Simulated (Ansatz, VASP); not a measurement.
## Re (Rhenium) in two plane-wave programs

One calculation is typed for both programs; each brings its own data sets. How far apart do they land? The cell is taken from a series of runs on this material, whose earlier steps may have relaxed, scaled, displaced or heated it; both programs get it as it stands.

Main program and level: Ansatz 0.2.0; plane waves, with VASP 6.6.1 beside it; zone-centre phonons at LDA.

### Step 1. The structure

It takes space group P6_3/mmc (No. 194, hexagonal). Conventional cell: a = 2.700 Å, b = 2.700 Å, c = 4.358 Å, α = 90.00°, β = 90.00°, γ = 120.00°. Nearest to Re lie 12 Re at 2.68 to 2.70 Å.

Coordinates:

```xyz
2
Lattice="2.7002 0.0000 0.0000 -1.3501 2.3384 0.0000 0.0000 0.0000 4.3577" Properties=species:S:1:pos:R:3 pbc="T T T"
Re    0.0000    1.5589    1.0894
Re    1.3501    0.7795    3.2683
```

### Step 2. VASP: zone-centre phonons, LDA

Second derivatives magnify differences that forces hide, and they need a tight electronic threshold.

Lines of VASP's logs that name or quote its potential files are left out, and so is its time.

Contents of INCAR:

```
SYSTEM = Re
PREC = Accurate
ENCUT = 600
EDIFF = 1E-08
NELM = 120
ISMEAR = 1
SIGMA = 0.2
LREAL = .FALSE.
ALGO = Normal
GGA = CA
NBANDS = 13
LASPH = .TRUE.
LORBIT = 11
LWAVE = .FALSE.
LCHARG = .FALSE.
ISIF = 2
IBRION = 8
GGA_COMPAT = .FALSE.
KPAR = 2
```

Contents of POSCAR:

```
Re
1.0
    2.7001568666      0.0000000000      0.0000000000
   -1.3500784333      2.3384044407      0.0000000000
    0.0000000000      0.0000000000      4.3577143600
Re
2
Direct
    0.3333333333      0.6666666667      0.2500000000
    0.6666666667      0.3333333333      0.7500000000
```

Contents of KPOINTS:

```
Automatic mesh
0
Gamma
18 18 12
0 0 0
```

Potentials, in the order of the species: Re (LDA family, release 64).

Command:

```sh
$ mpirun -np 2 vasp_std
```

Numbers of over 12 decimals in the logs are rounded to 6 here.

What it wrote:

```text
[banner, memory and clock lines left out]
running    2 mpi-ranks, on    1 nodes
 distrk:  each k-point on    1 cores,    2 groups
 distr:  one band on    1 cores,    1 groups

 POSCAR found type information on POSCAR Re
 POSCAR found :  1 types and       2 ions
 LDA part: xc-table for (Slater(with rela. corr.)+CA(PZ))
 , standard interpolation
 POSCAR, INCAR and KPOINTS ok, starting setup
 FFT: planning ... GRIDC
 FFT: planning ... GRID_SOFT
 FFT: planning ... GRID
 WAVECAR not read
 entering main loop
       N       E                     dE             d eps       ncg     rms          rms(c)
DAV:   1     0.131096973558E+03    0.13110E+03   -0.64134E+03  7270   0.125E+03
DAV:   2    -0.198631239891E+02   -0.15096E+03   -0.13403E+03 10568   0.471E+02
DAV:   3    -0.286371946179E+02   -0.87741E+01   -0.76772E+01 11167   0.149E+02
DAV:   4    -0.288139682935E+02   -0.17677E+00   -0.17470E+00 11031   0.126E+01
DAV:   5    -0.288150333563E+02   -0.10651E-02   -0.10647E-02 11007   0.167E+00    0.482E+01
DAV:   6    -0.278128062207E+02    0.10022E+01   -0.74076E-01 11496   0.145E+01    0.218E+01
DAV:   7    -0.274629137076E+02    0.34989E+00   -0.56255E-01 11532   0.122E+01    0.522E-01
DAV:   8    -0.274541968805E+02    0.87168E-02   -0.47775E-03 10602   0.684E-01    0.138E-01
DAV:   9    -0.274530925469E+02    0.11043E-02   -0.49905E-04 10056   0.236E-01    0.494E-02
DAV:  10    -0.274531031256E+02   -0.10579E-04   -0.50048E-05 11095   0.607E-02    0.202E-02
DAV:  11    -0.274531019190E+02    0.12065E-05   -0.62262E-07 11150   0.138E-02    0.136E-03
DAV:  12    -0.274531018918E+02    0.27185E-07   -0.20636E-08  8491   0.150E-03    0.836E-04
DAV:  13    -0.274531018902E+02    0.16475E-08   -0.18670E-09  5942   0.991E-04
   1 F= -.27453102E+02 E0= -.27453355E+02  d E =0.758804E-03
 Linear response reoptimize wavefunctions to high precision
DAV:   1    -0.274531018902E+02    0.29559E-10   -0.11748E-09  6845   0.561E-04
DAV:   2    -0.274531018902E+02   -0.38199E-10   -0.40348E-10  5277   0.435E-04
 Linear response DOF=           2
 Linear response progress:
  Degree of freedom:   1/  2
       N       E                     dE             d eps       ncg     rms          rms(c)
RMM:   1    -0.912413342670E-01   -0.91241E-01    0.71001E-02 30771   0.222E+01
RMM:   2    -0.143761660536E+00   -0.52520E-01   -0.52698E-02 50881   0.212E+00    0.127E-01
RMM:   3    -0.143766005415E+00   -0.43449E-05   -0.36677E-03 55955   0.454E-01    0.892E-02
RMM:   4    -0.143087730482E+00    0.67827E-03   -0.73885E-04 51961   0.238E-01    0.165E-02
RMM:   5    -0.143138170164E+00   -0.50440E-04   -0.33251E-05 53422   0.592E-02    0.865E-03
RMM:   6    -0.143154470885E+00   -0.16301E-04   -0.48129E-06 54967   0.175E-02    0.459E-03
RMM:   7    -0.143161008095E+00   -0.65372E-05   -0.65662E-07 52328   0.762E-03    0.157E-03
RMM:   8    -0.143162482865E+00   -0.14748E-05   -0.26105E-07 56969   0.316E-03    0.444E-04
RMM:   9    -0.143161621953E+00    0.86091E-06    0.46621E-08 56516   0.105E-03    0.941E-05
RMM:  10    -0.143161644949E+00   -0.22996E-07   -0.10862E-07 57684   0.570E-04    0.251E-05
RMM:  11    -0.143161690502E+00   -0.45552E-07   -0.76756E-08 59030   0.415E-04    0.120E-05
RMM:  12    -0.143161684257E+00    0.62444E-08   -0.86762E-08 57353   0.374E-04    0.449E-06
 first order change of Fermi-energy  -0.17035E-04
 force on displaced ion       1 direction 1 :  -5.716   0.001   0.000
 Linear response progress:
  Degree of freedom:   2/  2
       N       E                     dE             d eps       ncg     rms          rms(c)
RMM:   1    -0.131519848412E+00   -0.13152E+00    0.70327E-02 10734   0.233E+01
RMM:   2    -0.187701607348E+00   -0.56182E-01   -0.44534E-02 15958   0.237E+00    0.205E-01
RMM:   3    -0.189059975874E+00   -0.13584E-02   -0.13969E-02 18542   0.842E-01    0.117E-01
RMM:   4    -0.188934166630E+00    0.12581E-03   -0.11995E-04 18455   0.187E-01    0.699E-02
RMM:   5    -0.189263261927E+00   -0.32910E-03   -0.12175E-04 18716   0.134E-01    0.118E-02
RMM:   6    -0.189272683455E+00   -0.94215E-05   -0.29398E-05 17911   0.366E-02    0.675E-03
RMM:   7    -0.189258200804E+00    0.14483E-04    0.67953E-05 17934   0.157E-02    0.323E-03
RMM:   8    -0.189272890783E+00   -0.14690E-04    0.44928E-05 18444   0.934E-03    0.871E-04
RMM:   9    -0.189275663498E+00   -0.27727E-05    0.94605E-06 18090   0.346E-03    0.145E-04
RMM:  10    -0.189276039987E+00   -0.37649E-06   -0.51816E-06 19632   0.128E-03    0.622E-05
RMM:  11    -0.189275034168E+00    0.10058E-05    0.41062E-06 18544   0.615E-04    0.718E-06
RMM:  12    -0.189275545633E+00   -0.51147E-06   -0.46602E-07 20562   0.437E-04    0.470E-06
RMM:  13    -0.189275448509E+00    0.97124E-07    0.10920E-07 20137   0.389E-04    0.187E-06
RMM:  14    -0.189275464022E+00   -0.15513E-07    0.11726E-08 20527   0.380E-04    0.758E-07
RMM:  15    -0.189275460689E+00    0.33336E-08    0.50009E-08 22602   0.380E-04    0.349E-07
 first order change of Fermi-energy   0.76250E-04
 force on displaced ion       1 direction 3 :  -0.000   0.000  -5.867
 Linear response finished
```

Parts of OUTCAR (step 2):

```text
ion  position               nearest neighbor table
   1  0.333  0.667  0.250-   2 2.68   2 2.68   2 2.68   2 2.68   2 2.68   2 2.68
   2  0.667  0.333  0.750-   1 2.68   1 2.68   1 2.68   1 2.68   1 2.68   1 2.68

  LATTYP: Found a hexagonal cell.
 ALAT       =     2.7001568666
 C/A-ratio  =     1.6138745174

 Subroutine GETGRP returns: Found 24 space group operations
 (whereof 12 operations were pure point group operations)

The static configuration has the point symmetry D_3d.
 The point group associated with its full space group is D_6h.

 Found    259 irreducible k-points:

   k-points           NKPTS =    259   k-points in BZ     NKDIM =    259   number of bands    NBANDS=     13

   dimension x,y,z NGX =    24 NGY =   24 NGZ =   36
   dimension x,y,z NGXF=    48 NGYF=   48 NGZF=   72

   ENCUT  =  600.0 eV  44.10 Ry    6.64 a.u.   5.39  5.39  8.70*2*pi/ulx,y,z

   NELECT =      14.0000    total number of electrons

 k-points in reciprocal lattice and weights: Automatic mesh
   0.00000000  0.00000000  0.00000000       0.000
   0.05555556 -0.00000000  0.00000000       0.002
   0.11111111 -0.00000000  0.00000000       0.002
   0.16666667 -0.00000000  0.00000000       0.002
   0.22222222 -0.00000000  0.00000000       0.002
   0.27777778  0.00000000  0.00000000       0.002
   0.33333333 -0.00000000  0.00000000       0.002
   0.38888889  0.00000000  0.00000000       0.002
   0.44444444 -0.00000000  0.00000000       0.002
[...]
0.33333333  0.27777778  0.50000000       0.003
   0.33333333  0.33333333  0.50000000       0.001

 average (electrostatic) potential at core
       1 -38.4182       2 -38.4182

  Total        3.5101725      3.5101725      3.4840676      0.0000000      0.0000000      0.0000000
  in kB      204.3956563    204.3956563    202.8755770      0.0000000      0.0000000      0.0000000
  external PRESSURE =     203.8889632 kB  Pullay stress =       0.0000000 kB

  energy-cutoff  :      600.00
  volume of cell :       27.51
      direct lattice vectors                 reciprocal lattice vectors
     2.700156867  0.000000000  0.000000000     0.370348854  0.213821010  0.000000000
    -1.350078433  2.338404441  0.000000000     0.000000000  0.427642021  0.000000000
     0.000000000  0.000000000  4.357714360     0.000000000  0.000000000  0.229478097

 POSITION                                       TOTAL-FORCE (eV/Angst)
 -----------------------------------------------------------------------------------
     -0.00000      1.55894      1.08943        -0.000000      0.000000      0.000000
      1.35008      0.77947      3.26829         0.000000      0.000000      0.000000
 -----------------------------------------------------------------------------------
    total drift:                               -0.000000      0.000000     -0.000000

 Eigenvectors and eigenvalues of the dynamical matrix
 ----------------------------------------------------

   1 f  =    3.924321 THz    24.657234 2PiTHz  130.901248 cm-1    16.229679 meV
             X         Y         Z           dx          dy          dz
     -0.000000  1.558936  1.089429    -0.000000    0.000000   -0.707107
      1.350078  0.779468  3.268286     0.000000    0.000000    0.707107

   2 f  =    3.873473 THz    24.337747 2PiTHz  129.205144 cm-1    16.019389 meV
             X         Y         Z           dx          dy          dz
     -0.000000  1.558936  1.089429    -0.000001   -0.707107    0.000000
      1.350078  0.779468  3.268286     0.000001    0.707107    0.000000

   3 f  =    3.873473 THz    24.337747 2PiTHz  129.205144 cm-1    16.019389 meV
             X         Y         Z           dx          dy          dz
     -0.000000  1.558936  1.089429    -0.707107    0.000001    0.000000
      1.350078  0.779468  3.268286     0.707107   -0.000001    0.000000

   4 f  =    0.000000 THz     0.000000 2PiTHz    0.000000 cm-1     0.000000 meV
             X         Y         Z           dx          dy          dz
     -0.000000  1.558936  1.089429     0.000000    0.000000    0.707107
      1.350078  0.779468  3.268286    -0.000000    0.000000    0.707107

   5 f/i=    0.000000 THz     0.000000 2PiTHz    0.000000 cm-1     0.000000 meV
             X         Y         Z           dx          dy          dz
     -0.000000  1.558936  1.089429    -0.630805    0.319507    0.000000
      1.350078  0.779468  3.268286    -0.630805    0.319507    0.000000

   6 f/i=    0.000000 THz     0.000000 2PiTHz    0.000001 cm-1     0.000000 meV
             X         Y         Z           dx          dy          dz
     -0.000000  1.558936  1.089429    -0.319507   -0.630805    0.000000
      1.350078  0.779468  3.268286    -0.319507   -0.630805    0.000000

 ELASTIC MODULI CONTR FROM IONIC RELAXATION (kBar)
 Direction    XX          YY          ZZ          XY          YZ          ZX
 --------------------------------------------------------------------------------
 XX        -207.6458    207.6458     -0.0000      0.0000      0.0000      0.0000
 YY         207.6458   -207.6458      0.0000     -0.0000      0.0000      0.0000
 ZZ          -0.0000      0.0000     -0.0000      0.0000      0.0000      0.0000
 XY           0.0000     -0.0000      0.0000   -207.6458      0.0000      0.0000
 YZ           0.0000      0.0000      0.0000      0.0000      0.0000      0.0000
 ZX           0.0000      0.0000      0.0000      0.0000      0.0000      0.0000
 --------------------------------------------------------------------------------
```

The data set Re keeps the semicore shell frozen, which is cheaper and a little less accurate.

### Step 3. Ansatz: zone-centre phonons, LDA

Ansatz runs on its PAW soft_1 files.

The same cell, functional (in two slightly different forms), mesh and smearing now go to Ansatz, which takes its cutoff from its data sets.

Contents of input.yaml:

```yaml
crystal:
  lattice:
    - [2.7001568666, 0.0, 0.0]
    - [-1.3500784333, 2.3384044407, 0.0]
    - [0.0, 0.0, 4.35771436]
  atoms:
    - { symbol: Re, position: [0.3333333333, 0.6666666667, 0.25] }
    - { symbol: Re, position: [0.6666666667, 0.3333333333, 0.75] }
kpoints:
  mp_grid: { grid: [18, 18, 12] }
hamiltonian:
  xc: lda
  pseudopotentials: { kind: paw, azcp: { folder: soft_1 }, xc_functional: pbe }
scf:
  occupations: { method: methfessel_paxton, width: 0.2 }
output:
  eigenvalues: true
phonons:
  method: dfpt
```

Command:

```sh
$ ansatz run input.yaml --threads 4 --pin off --max-ram 10240MiB --backend cpu --events-out ev --progress --plain --runs-dir out
```

What it wrote:

```text
zone centre: on kpoints.mp_grid the ground state, and the responses unless they are solved on pairs of k-points, stand on 637 of the mesh's 3888 k-points, reduced under 4 symmetry operations, with k and −k counted as one. Each operation leaves every solved displacement unchanged or reverses it
Engine: ansatz 0.2.0, aarch64-unknown-linux-gnu
Pseudopotentials: kind: paw
Pseudopotential: Re, paw, valence charge 15, recommended cutoff 420 eV (normal), soft_1/Re.paw.azcp
Functional definition: SPW92
  exchange = slater_x
  correlation = pw_c
Crystal: 2 atoms, lattice volume = 27.515 Å³
Basis set: ecut = 420 eV, 549 PW (Γ), exchange–correlation on 40×40×60 points (8 copies of the dense FFT grid, shifted against one another)
Bands: 19, of which v1, the nominal top of the filled ones, is band 15 counted from 1 (14 counted from 0)
Symmetry: 24 space group operations
k-points: 637 of 3888 (irreducible under 4 space group operations, time reversal used)
Non-local potential: Re, projectors of the file, l = 0: 3, l = 1: 2, l = 2: 2, l = 3: 1
PAW form: soft (Blöchl's): semilocal exchange-correlation on the pseudo side does not see the compensation charge
PAW frozen core: Re, regenerated for the run's functional, and the local potential with it (the file was generated under x = pbe(κ = 0.804, μ = 0.219515), c = pbe(β = 0.066725))
PAW one-centre angular grid: Re, 590 points (default); XC on 64 Gauss nodes
Initial density: superposition of atomic densities (chi_scale 0.1, normalization cell)
Initial wavefunctions: pseudopotential atomic-orbital guess
Functional: x = slater, c = lda
SCF iter   1: F=—  HF=-21217.443368 eV  |F-HF|=—  |Δ(HF+E_count)|=         —  Δρ=5.84e-2  dr2=8.10e-1  ethr=3.10e-3  ⟨swp⟩=4.7  Hψ=48450  notcnv=0
preconditioner: auto → none  [metal: Δε(μ)=0.016 eV  Ē_g=6.862 eV  σ=0.200 eV  W_gap=0.07  n_scr=8 (ndim 8)  ℏωp=26.5 eV  f_vac=0.000  D(μ)=1.45/eV (n_scr^D=22)  sad-step TF]
SCF iter   2: F=—  HF=-21217.205562 eV  |F-HF|=—  |Δ(HF+E_count)|=   2.38e-1  S|Δr|=    0.00e0  Δρ=3.39e-2  dr2=2.61e-1  ethr=2.70e-3  ⟨swp⟩=2.0  Hψ=19423  notcnv=0  defer=15
SCF iter   3: F=—  HF=-21217.097741 eV  |F-HF|=—  |Δ(HF+E_count)|=   1.08e-1  S|Δr|=    0.00e0  Δρ=1.51e-3  dr2=2.48e-4  ethr=8.72e-4  ⟨swp⟩=3.0  Hψ=23339  notcnv=0  defer=15
SCF iter   4: F=—  HF=-21217.097883 eV  |F-HF|=—  |Δ(HF+E_count)|=   1.42e-4  S|Δr|=    0.00e0  Δρ=1.66e-4  dr2=8.59e-6  ethr=8.26e-7  ⟨swp⟩=2.0  Hψ=17073  notcnv=0  defer=15
SCF iter   5: F=—  HF=-21217.097880 eV  |F-HF|=—  |Δ(HF+E_count)|=   3.40e-6  S|Δr|=    0.00e0  Δρ=2.43e-5  dr2=1.15e-7  ethr=2.86e-8  ⟨swp⟩=2.0  Hψ=16576  notcnv=0  defer=15
SCF iter   6: F=—  HF=-21217.097880 eV  |F-HF|=—  |Δ(HF+E_count)|=   1.88e-8  S|Δr|=    0.00e0  Δρ=4.99e-6  dr2=5.45e-9  ethr=3.82e-10  ⟨swp⟩=2.5  Hψ=20172  notcnv=0  defer=15
SCF iter   7: F=—  HF=-21217.097880 eV  |F-HF|=—  |Δ(HF+E_count)|=   1.26e-9  S|Δr|=    0.00e0  Δρ=1.18e-6  dr2=2.87e-10  ethr=1.82e-11  ⟨swp⟩=2.9  Hψ=21837  notcnv=0  defer=15
SCF iter   8: F=-21217.097880 eV  HF=-21217.097880 eV  |F-HF|=1.09e-11  |Δ(HF+E_count)|=  1.24e-10  S|Δr|=    0.00e0  Δρ=9.13e-8  dr2=8.61e-13  ethr=1.00e-12  ⟨swp⟩=4.1  Hψ=58334  notcnv=0
SCF 1 converged in 8 iterations: F = -21217.097880 eV  dr2 = 8.61e-13
  greatest PAW one-centre occupation: 0.999 electrons in one spin orbital (limit 2), on the Re atom at site 1 (counted from 0), in its partial waves of l = 0
DFPT response loops at Γ: preconditioner auto → Kerker (q_TF=auto, 2.768 Å⁻¹) (partly filled bands, converged f_vac=0.000); β = 1.00, the filter's whole step (`scf.mixing.beta` (0.50) is not read by the response loops under this deck's `scf.mixing.preconditioner`; to damp them name `kerker` or `kerker_dos`, under which they read `scf.mixing.beta`, and type it under 1.00, their step now; both keys bind the ground state too); Broyden in place of MSR1
SCF converged after 8 iterations
Stability not checked: this state was not tested for a lower state beside it, because cold or Methfessel-Paxton smearing, or corrected tetrahedra, fill the levels in a way that the test cannot read (fill_not_monotonic; see scf.lower_state_search)
Free energy (F): -21217.097880 eV
Harris-Foulkes:  -21217.097880 eV  (|F-HF|=1.09e-11)
Internal energy: -21217.098765 eV  (E = F + TS)
E sigma→0 (E₀):  -21217.098101 eV
Entropy (-TS):   0.000885 eV (0.442 meV/atom)
Fermi energy:    25.594427 eV
--- Per-component energies (eV) ---
  E_band       = -97.034563
  E_kinetic    = 1056.099931
  E_local      = -1446.141780  (includes V_loc(G=0)·N_el)
  E_nonlocal   = 172.512731
  E_hartree    = 510.350809
  E_xc         = -711.605349
  E_vxc        = -585.306852  (∫ρ·V_xc dr)
  E_paw        = -16893.840616  (= ΣΔE_a)
  E_vpaw       = -314.900346  (= ΣTr[D̂ρ^β])
  E_aug_tail   = 0.000108  (compensation charges beyond the density's cutoff)
  E_ewald      = -3905.112939
  E_core_change = 0.638340  (= ΣΔE_core)
  E_smearing   = 0.000885  (= −TS)
  E_closure    = -0.000000  (closes the sum)
  Σ components = -21217.097880   (vs F -21217.097880, Δ=0.00e0)
--- Band table (eV; the first three rows and the last of 637) ---
  k-point 0: bands = [... 11 lower, 23.8220, 23.8407, 24.7538, 24.7538, 25.7645, 25.7645, 26.5161, 29.2663]
  k-point 1: bands = [... 11 lower, 23.7735, 23.7858, 24.6940, 24.6940, 25.8984, 25.8984, 26.2500, 29.2827]
  k-point 2: bands = [... 11 lower, 23.6704, 23.6704, 24.5320, 24.5320, 25.5719, 26.2525, 26.2525, 29.3056]
  k-point 636: bands = [... 11 lower, 22.0622, 23.3460, 23.3460, 25.3602, 25.3602, 29.9760, 29.9760, 32.5753]
--- Phonons (Γ-DFPT): 2 representative perturbations + reference, on 637 of 3888 k-points (Σ response iterations 5) ---
  k mesh reduced under 4 symmetry operations, with k and −k counted as one. Each operation leaves every solved displacement unchanged or reverses it
  ASR residual: 1.048e-4 → 0.000e0 eV/Å²; symmetrization residual: 2.283e-13 eV/Å²
  ASR residual per site (eV/Å²): 1.05e-4 1.05e-4
  Γ frequencies (cm⁻¹): 0.00 0.00 0.00 130.57 130.57 134.44
  non-analytic LO–TO correction: not included (Born effective charges unavailable; polar crystals: no LO–TO splitting at Γ)
```

### Step 4. Comparison

Known differences besides the potentials themselves: the two LDA forms differ slightly; the data sets hold 30 valence electrons in Ansatz (on its PAW soft_1 files) and 14 in VASP; the cutoff is 420 eV in Ansatz and 600 eV in VASP; VASP's log shows a relativistic correction to its local exchange, Ansatz's none. Total energies have different zeros and are not compared.

Compared:

```tsv
quantity	Ansatz	VASP	difference
optical mode 1 to 2 (cm⁻¹)	130.6	129.2	+1.06 %
optical mode 3 (cm⁻¹)	134.4	130.9	+2.70 %
```

Modes are paired by rising frequency, not by their patterns, so a pair may set unlike modes beside each other; they are those without the splitting of longitudinal modes.

### Step 5. Results

| Quantity | Value |
| --- | --- |
| r.m.s. difference of the optical zone-centre modes, each program's sorted by frequency (zone-centre phonons, LDA) | 2.3 cm⁻¹ |
| difference in optical mode 3 (zone-centre phonons, LDA) | +2.7 % |

What this shows: The r.m.s. difference of the optical zone-centre modes, each program's sorted by frequency is 2.3 cm⁻¹ (zone-centre phonons, LDA). The data sets hold unlike numbers of valence electrons (30 in Ansatz and 14 in VASP), so part of the differences comes from the potentials. Among the rows given in per cent, the largest difference of the zone-centre phonons, LDA pair is in optical mode 3, +2.7 %. Such differences can come from data sets, numerical settings and the points named under the comparisons, not from the functional's error against experiment.

[Lines on the potential files, build, host, timing and source positions are cut from VASP's logs without a mark.]

[Logs are printed without paths, hosts, clocks, repeated set-up lines and the standing remarks that a program may print on its own settings, such as how far it seeks lower states.]

[Hosts, paths, dates, database ids (printed as entryN), source tags and the programs' standing remarks are cut or masked in the printed files.]
